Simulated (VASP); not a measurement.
Consider the following.

```yaml
crystal:
  lattice:
    - [0.00000, 2.02329, 2.02329]
    - [2.02329, 0.00000, 2.02329]
    - [2.02329, 2.02329, 0.00000]
  atoms:
    - { symbol: Pd, position: [0.00000, 0.00000, 0.00000] }
```

Computed with revPBE GGA, VASP's PBE PAW potentials (set 64) (plane waves; VASP). Run with 520 eV cut-off, 16×16×16 Γ-centred mesh, first-order Methfessel-Paxton smearing of 0.10 eV, potentials Pd.

### Question
Estimate the energy per atom (σ→0), pressure, band gap (on the k-mesh) with the smallest direct gap where there is one.

### Answer

The band gap (on the k-mesh) comes out as none (metal, semimetal or under 0.01 eV). The energy per atom (σ→0) comes out as -4.721 eV/atom and the pressure is -7.76 GPa.

Only differences to runs with the same potentials and settings are physical.

The compound is Pd in the fcc structure. This cell is one point of a volume scan, at 1.06 of the reference volume.
